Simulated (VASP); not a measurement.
Energy against volume of CsPbCl$_{3}$ (cubic perovskite). Calculation: r2SCAN meta-GGA, VASP's PBE PAW potentials (set 64) (plane waves; VASP).

```json
[
 {"V (Å³/atom)": "34.361", "E (eV/atom)": "-21.62200"},
 {"V (Å³/atom)": "35.458", "E (eV/atom)": "-21.63133"},
 {"V (Å³/atom)": "36.555", "E (eV/atom)": "-21.63454"},
 {"V (Å³/atom)": "37.651", "E (eV/atom)": "-21.63253"},
 {"V (Å³/atom)": "38.748", "E (eV/atom)": "-21.62614"}
]
```

**Question.** Fit a third-order Birch-Murnaghan equation of state.

**Answer.** 
* **volume per atom**: 36.65 Å^3/atom
* **bulk modulus**: 24.9 GPa
* **pressure derivative of the bulk modulus**: 4.58
* **lattice constant a**: 5.680 Å

The compound is CsPbCl3 in the cubic perovskite structure, the ideal cubic form; the compound distorts at low or room temperature. It was relaxed first.
